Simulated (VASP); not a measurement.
An input for Quantum ESPRESSO's pw.x (written as the equivalent of a VASP run, and not itself run):

```
&CONTROL
  calculation = 'vc-relax'
  pseudo_dir = './pseudo'
  outdir = './out'
  tprnfor = .true.
  tstress = .true.
  nstep = 50
  forc_conv_thr = 0.00039
/
&SYSTEM
  ibrav = 0
  nat = 2
  ntyp = 1
  ecutwfc = 78
  occupations = 'smearing'
  smearing = 'fermi-dirac'
  degauss = 0.00735
  input_dft = 'pbe'
/
&ELECTRONS
  conv_thr = 7.3e-08
  electron_maxstep = 100
/
&IONS
/
&CELL
/
ATOMIC_SPECIES
  Ge 72.630 Ge.upf
CELL_PARAMETERS angstrom
     0.0000000    2.8201170    2.8201170
     2.8201170    0.0000000    2.8201170
     2.8201170    2.8201170    0.0000000
ATOMIC_POSITIONS crystal
  Ge   0.5000000  0.5000000  0.5000000
  Ge   0.7500000  0.7500000  0.7500000
K_POINTS automatic
  8 8 8 0 0 0
```

Problem. Translate this input to VASP (INCAR, KPOINTS, POSCAR, choice of POTCAR).

Solution. One answer among several that fit: 
POSCAR:
```
Ge
1.0
  0.0000000000   2.8201170000   2.8201170000
  2.8201170000   0.0000000000   2.8201170000
  2.8201170000   2.8201170000   0.0000000000
Ge
2
Cartesian
  2.8201170000   2.8201170000   2.8201170000
  4.2301755000   4.2301755000   4.2301755000
```

### KPOINTS
```
Automatic mesh
0
Gamma
8 8 8
0 0 0
```

**INCAR**
```
SYSTEM = Ge
PREC = Accurate; ENCUT = 300; LREAL = .FALSE.
LASPH = .TRUE.
EDIFF = 1E-6; NELM = 100; ALGO = Normal
LMAXMIX = 4
ISMEAR = -1; SIGMA = 0.1
GGA = PE
IBRION = 2; NSW = 50; ISIF = 3
EDIFFG = -0.01
LWAVE = .FALSE.; LCHARG = .FALSE.
```

POTCAR, in this order: Ge_d (PBE.64 set). Program: vasp_std.

What does not carry over: the potentials are each code's own (VASP's PAW set, PseudoDojo norm-conserving files in pw.x), so ENCUT and ecutwfc are chosen apart and not converted; conv_thr bounds pw.x's estimated SCF error, while EDIFF bounds the energy change between steps; forc_conv_thr acts on force components and is met together with etot_conv_thr.

The structure comes from a computed database's Ge entry; how it stands against other phases isn't given here. This run relaxes it. Symmetry was kept, so distortions that lower it aren't found. The run is one of a series of settings (EDIFFG = -0.01, IBRION = 2, ISIF = 3, NSW = 50 against the base run), some of them coarse on purpose.
